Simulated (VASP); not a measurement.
```yaml
crystal:
  lattice:
    - [2.02106, -3.50057, 0.00000]
    - [2.02106, 3.50057, 0.00000]
    - [0.00000, 0.00000, 6.38251]
  atoms:
    - { symbol: Sn, position: [0.00000, 0.00000, 0.00000] }
    - { symbol: Se, position: [0.33333, 0.66667, 0.25502] }
    - { symbol: Se, position: [0.66667, 0.33333, 0.74498] }
```

Level of theory: vdW-DF2, VASP's PBE PAW potentials (set 64) (plane waves; VASP). Settings: 520 eV cut-off, 7×7×4 Γ-centred mesh, tetrahedra with Blöchl corrections, potentials Sn_d Se.

The cores are frozen, which limits the accuracy of field gradients.

Question: Give the principal components of the electric field gradient (V/Å²) and the asymmetry η at each nucleus.

Answer: 
| atom | Vxx | Vyy | Vzz | η |
|---|---|---|---|---|
| Sn1 | -4.6 | -4.6 | 9.2 | 0.00 |
| Se2 | 40.5 | 40.5 | -81.0 | 0.00 |
| Se3 | 40.5 | 40.5 | -81.0 | 0.00 |

The compound is SnSe2 in the 1T layered structure. It was relaxed first, which changed the volume by +17 %.
